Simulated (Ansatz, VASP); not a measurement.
## SnSe2: VASP beside Ansatz

Wanted: the spread between two codes on one cell, functional and k mesh. The cell is taken from a series of runs on this material, whose earlier steps may have relaxed, scaled, displaced or heated it; both programs get it as it stands.

Main program and level: Ansatz 0.2.0; plane waves, with VASP 6.6.1 beside it; G0W0 gap at PBE.

## Step 1: Starting point

The cell holds 6 atoms: 2 Sn and 4 Se. Its edges and angles: a = 3.839 Å, b = 3.839 Å, c = 41.500 Å, α = 90.0°, β = 90.0°, γ = 120.0°. It derives from Se2Sn1. Vacuum lies along c.

Coordinates:

```xyz
6
Lattice="3.8393 0.0000 0.0000 -1.9197 3.3250 0.0000 0.0000 0.0000 41.5000" Properties=species:S:1:pos:R:3
Sn    0.0000    0.0000   17.7651
Sn    0.0000    0.0000   23.7349
Se    0.0000    2.2166   19.3589
Se    1.9197    1.1083   16.1718
Se    0.0000    2.2166   25.3282
Se    1.9197    1.1083   22.1411
```

## Step 2: VASP: G0W0 gap, PBE

Quasiparticle shifts depend on high empty states and on the cores, so they are the hardest test of two PAW sets.

Lines of VASP's logs that name or quote its potential files are left out, and so is its time.

The run reads the wave functions of an earlier VASP run, which isn't shown here.

INCAR

```
SYSTEM = SnSe2
PREC = Accurate
ENCUT = 300
ISMEAR = 0
SIGMA = 0.01
LREAL = .FALSE.
GGA = PE
NBANDS = 307
ALGO = EVGW0
NELMGW = 1
ENCUTGW = 38
NOMEGA = 64
PRECFOCK = Fast
NBANDSGW = 34
LWAVE = .FALSE.
LCHARG = .FALSE.
```

POSCAR

```
SnSe2
1.0
    3.8393244952      0.0000000000      0.0000000000
   -1.9196622476      3.3249525462      0.0000000000
    0.0000000000      0.0000000000     41.5000000000
Sn Se
2 4
Direct
    0.0000000000      0.0000000000      0.4280748414
    0.0000000000      0.0000000000      0.5719251586
    0.3333333333      0.6666666667      0.4664791567
    0.6666666667      0.3333333333      0.3896829254
    0.3333333333      0.6666666667      0.6103170746
    0.6666666667      0.3333333333      0.5335208433
```

KPOINTS

```
Automatic mesh
0
Gamma
6 6 1
0 0 0
```

The projector-augmented-wave data sets are Sn_d_GW and Se_GW (PBE family, release 64).

The run is started by

```sh
export OMP_NUM_THREADS=3
mpirun -np 1 vasp_std
```

Numbers of over 12 decimals in the logs are rounded to 6 here.

What it wrote:

```text
[banner, memory and clock lines left out]
running    1 mpi-ranks, on    1 nodes
 distrk:  each k-point on    1 cores,    1 groups
 distr:  one band on    1 cores,    1 groups
 Offloading initialized ...    1 GPUs detected
 POSCAR found type information on POSCAR SnSe
 POSCAR found :  2 types and       6 ions
|                                                                             |
|           W    W    AA    RRRRR   N    N  II  N    N   GGGG   !!!           |
|           W    W   A  A   R    R  NN   N  II  NN   N  G    G  !!!           |
|           W    W  A    A  R    R  N N  N  II  N N  N  G       !!!           |
|           W WW W  AAAAAA  RRRRR   N  N N  II  N  N N  G  GGG   !            |
|           WW  WW  A    A  R   R   N   NN  II  N   NN  G    G                |
|           W    W  A    A  R    R  N    N  II  N    N   GGGG   !!!           |
|                                                                             |
|     The default for ENCUTGWSOFT is different in this version of VASP.       |
|     please manually set ENCUTGWSOFT =38 in the INCAR file.                  |
|                                                                             |

 LDA part: xc-table for (Slater+PW92), standard interpolation
 found WAVECAR, reading the header
 POSCAR, INCAR and KPOINTS ok, starting setup
 FFT: planning ... GRIDC
 FFT: planning ... GRID_SOFT
 FFT: planning ... GRID
 reading WAVECAR
 the WAVECAR file was read successfully
 initial charge from wavefunction
 available memory per node:   1609.05 GB, setting MAXMEM to   1647672

 The Fermi energy was updated, please check that it is located mid-gap
 values below the HOMO (VB) or above the LUMO (CB) will cause erroneous energies
 E-fermi :  -2.9183

 calculate exact exchange contribution
 the WAVEDER file was read successfully
energies w=
    0.000    0.000    0.284    0.000    0.567    0.000    0.849    0.000
    1.130    0.000    1.407    0.000    1.683    0.000    1.954    0.000
    2.223    0.000    2.488    0.000    2.749    0.000    3.007    0.000
    3.261    0.000    3.512    0.000    3.759    0.000    4.004    0.000
    4.246    0.000    4.486    0.000    4.724    0.000    4.961    0.000
    5.196    0.000    5.432    0.000    5.667    0.000    5.904    0.000
    6.141    0.000    6.380    0.000    6.622    0.000    6.867    0.000
    7.116    0.000    7.369    0.000    7.628    0.000    7.894    0.000
    8.167    0.000    8.449    0.000    8.741    0.000    9.044    0.000
    9.361    0.000    9.692    0.000   10.041    0.000   10.408    0.000
   10.798    0.000   11.213    0.000   11.657    0.000   12.134    0.000
   12.651    0.000   13.212    0.000   13.826    0.000   14.501    0.000
   15.250    0.000   16.087    0.000   17.029    0.000   18.099    0.000
   19.327    0.000   20.753    0.000   22.430    0.000   24.430    0.000
   26.860    0.000   29.873    0.000   33.706    0.000   38.742    0.000
   45.644    0.000   55.670    0.000   71.529    0.000  100.323    0.000
 responsefunction array rank=     312
 LDA part: xc-table for (Slater+PW92), standard interpolation

 min. memory requirement per mpi rank   1705.9 MB, per node   1705.9 MB

 allocating  64 responsefunctions rank=   312
 shmem allocating  64 responsefunctions rank=   312
 response function shared by NCSHMEM nodes    1
 Doing            64  frequencies on each core in blocks of            64
NQ=   1    0.0000    0.0000    0.0000,
|.........|.........|.........|.........|.........|.........|.........|.........
 performed        672000 updates of chi_q(r,r)
 total number of BLAS operations        307.16 Gflops
NQ=   2    0.1667    0.0000    0.0000,
|.........|.........|.........|.........|.........|.........|.........|.........
 performed       1824000 updates of chi_q(r,r)
 total number of BLAS operations        954.53 Gflops
NQ=   3    0.3333    0.0000    0.0000,
|.........|.........|.........|.........|.........|.........|.........|.........
 performed       2976000 updates of chi_q(r,r)
 total number of BLAS operations       1666.97 Gflops
NQ=   4    0.5000    0.0000    0.0000,
|.........|.........|.........|.........|.........|.........|.........|.........
 performed       3856000 updates of chi_q(r,r)
 total number of BLAS operations       2243.42 Gflops
NQ=   5    0.1667    0.1667    0.0000,
|.........|.........|.........|.........|.........|.........|.........|.........
 performed       5008000 updates of chi_q(r,r)
 total number of BLAS operations       2955.86 Gflops
NQ=   6    0.3333    0.1667    0.0000,
|.........|.........|.........|.........|.........|.........|.........|.........
 performed       6285000 updates of chi_q(r,r)
 total number of BLAS operations       3821.35 Gflops
NQ=   7    0.3333    0.3333    0.0000,
|.........|.........|.........|.........|.........|.........|.........|.........
 performed       7061000 updates of chi_q(r,r)
 total number of BLAS operations       4426.08 Gflops
 resolving degeneracies of screened two electron integrals

 calculate QP shifts <psi_nk| G(iteration)W_0 |psi_nk>: iteration 1
 entering main loop
```

OUTCAR, selected parts (step 2):

```text
ion  position               nearest neighbor table
   1  0.000  0.000  0.428-   4 2.73   4 2.73   4 2.73   3 2.73   3 2.73   3 2.73
   2  0.000  0.000  0.572-   5 2.73   5 2.73   5 2.73   6 2.73   6 2.73   6 2.73
   3  0.333  0.667  0.466-   1 2.73   1 2.73   1 2.73
   4  0.667  0.333  0.390-   1 2.73   1 2.73   1 2.73
   5  0.333  0.667  0.610-   2 2.73   2 2.73   2 2.73
   6  0.667  0.333  0.534-   2 2.73   2 2.73   2 2.73

  LATTYP: Found a hexagonal cell.
 ALAT       =     3.8393244952
 C/A-ratio  =    10.8091931411

 Subroutine GETGRP returns: Found 12 space group operations
 (whereof 12 operations were pure point group operations)

The static configuration has the point symmetry D_3d.

 Found      7 irreducible k-points:

   k-points           NKPTS =      7   k-points in BZ     NKDIM =     36   number of bands    NBANDS=    307

   dimension x,y,z NGX =    24 NGY =   24 NGZ =  240
   dimension x,y,z NGXF=    48 NGYF=   48 NGZF=  480

   ENCUT  =  300.0 eV  22.05 Ry    4.70 a.u.   5.42  5.42 58.61*2*pi/ulx,y,z

   NELECT =      52.0000    total number of electrons

  energy-cutoff  :      300.00
  volume of cell :      529.77
      direct lattice vectors                 reciprocal lattice vectors
     3.839324495  0.000000000  0.000000000     0.260462485  0.150378086 -0.000000000
    -1.919662248  3.324952546  0.000000000     0.000000000  0.300756172  0.000000000
     0.000000000  0.000000000 41.500000000     0.000000000 -0.000000000  0.024096386

 k-points in reciprocal lattice and weights: Automatic mesh
   0.00000000  0.00000000  0.00000000       0.028
   0.16666667  0.00000000  0.00000000       0.167
   0.33333333  0.00000000  0.00000000       0.167
   0.50000000  0.00000000  0.00000000       0.083
   0.16666667  0.16666667  0.00000000       0.167
   0.33333333  0.16666667  0.00000000       0.333
   0.33333333  0.33333333  0.00000000       0.056

 E-fermi :  -2.9183

 QP shifts <psi_nk| G(iteration)W_0 |psi_nk>: iteration 1
 for sc-GW calculations column KS-energies equals QP-energies in previous step
 and V_xc(KS)=  KS-energies - (<T + V_ion + V_H > + <T+V_H+V_ion>^1  + <V_x>^1)
 k-point   1 :       0.0000    0.0000    0.0000
  band No.  KS-energies  QP-energies   sigma(KS)   V_xc(KS)     V^pw_x(r,r')   Z            occupation Imag(sigma)
    ...
     23      -3.4733      -3.5534     -12.2951     -12.1880     -14.2182       0.7474       2.0000       0.0663
     24      -3.4733      -3.5534     -12.2951     -12.1880     -14.2182       0.7474       2.0000       0.0663
     25      -3.3512      -3.4169     -12.3421     -12.2549     -14.2057       0.7529       2.0000       0.0607
     26      -3.3512      -3.4169     -12.3421     -12.2549     -14.2057       0.7529       2.0000       0.0607
     27      -2.0085      -1.1905     -10.1634     -11.2012      -8.0660       0.7882       0.0000      -0.0355
     28      -1.1142      -0.2178     -10.4465     -11.5995      -8.1193       0.7774       0.0000      -0.0565
     29      -0.2468       0.4824      -9.0745      -9.9910      -5.8737       0.7958       0.0000      -0.0631
     30      -0.1346       0.5823      -9.2213     -10.1253      -6.0089       0.7931       0.0000      -0.0669
    ...

 k-point   2 :       0.1667    0.0000    0.0000
  band No.  KS-energies  QP-energies   sigma(KS)   V_xc(KS)     V^pw_x(r,r')   Z            occupation Imag(sigma)
    ...
     23      -4.3969      -4.5273     -12.0403     -11.8647     -14.2546       0.7427       2.0000       0.0995
     24      -3.5085      -3.6254     -12.0471     -11.8914     -14.0713       0.7504       2.0000       0.0684
     25      -3.4522      -3.5392     -12.2702     -12.1539     -14.2272       0.7482       2.0000       0.0662
     26      -3.2489      -3.3102     -12.3709     -12.2897     -14.2439       0.7542       2.0000       0.0588
     27      -1.2590      -0.3503     -10.5736     -11.7547      -8.2468       0.7694       0.0000      -0.0572
     28      -0.9553      -0.0005     -10.7494     -11.9985      -8.3256       0.7644       0.0000      -0.0703
     29       0.4591       1.2171      -8.9717      -9.9246      -5.7389       0.7954       0.0000      -0.0810
     30       0.8274       1.6286      -9.2356     -10.2514      -5.9590       0.7888       0.0000      -0.0967
    ...

 k-point   3 :       0.3333    0.0000    0.0000
  band No.  KS-energies  QP-energies   sigma(KS)   V_xc(KS)     V^pw_x(r,r')   Z            occupation Imag(sigma)
    ...
     23      -4.2777      -4.4823     -11.7675     -11.4873     -14.1068       0.7302       2.0000       0.1053
     24      -3.7580      -3.9088     -11.8730     -11.6706     -13.8864       0.7450       2.0000       0.0746
     25      -3.7025      -3.8307     -12.1414     -11.9687     -14.1842       0.7420       2.0000       0.0759
     26      -3.4090      -3.5024     -12.2934     -12.1690     -14.2199       0.7507       2.0000       0.0639
     27      -2.1669      -1.3848     -10.2129     -11.2240      -8.0912       0.7736       0.0000      -0.0385
     28      -1.7893      -0.9798     -10.1303     -11.1795      -7.7294       0.7716       0.0000      -0.0511
     29       0.7503       1.5169      -9.0957     -10.0649      -5.8058       0.7910       0.0000      -0.0923
     30       1.0005       1.6783      -8.8100      -9.6679      -5.4734       0.7899       0.0000      -0.0937
    ...

 k-point   4 :       0.5000    0.0000    0.0000
  band No.  KS-energies  QP-energies   sigma(KS)   V_xc(KS)     V^pw_x(r,r')   Z            occupation Imag(sigma)
    ...
     23      -4.3456      -4.5463     -11.4833     -11.2098     -13.5751       0.7337       2.0000       0.1028
     24      -3.9409      -4.1267     -11.9243     -11.6726     -14.0968       0.7380       2.0000       0.0845
     25      -3.8377      -3.9830     -12.0900     -11.8935     -14.1804       0.7394       2.0000       0.0822
     26      -3.5162      -3.6253     -12.2547     -12.1088     -14.2133       0.7486       2.0000       0.0676
     27      -2.5876      -1.8484      -9.9984     -10.9522      -7.9206       0.7750       0.0000      -0.0337
     28      -2.2415      -1.4991     -10.2584     -11.2185      -8.1983       0.7733       0.0000      -0.0378
     29       0.6136       1.3301      -8.9633      -9.8673      -5.6665       0.7925       0.0000      -0.0879
     30       0.8943       1.5388      -8.8689      -9.6869      -5.5259       0.7879       0.0000      -0.0874
    ...

[... 3 further parts left out ...]
```

(Continued in part 2 of 2.)

[Lines on the potential files, build, host, timing and source positions are cut from VASP's logs without a mark.]

[Logs are printed without paths, hosts, clocks, repeated set-up lines and the standing remarks that a program may print on its own settings, such as how far it seeks lower states.]

[Hosts, paths, dates, database ids (printed as entryN), source tags and the programs' standing remarks are cut or masked in the printed files.]
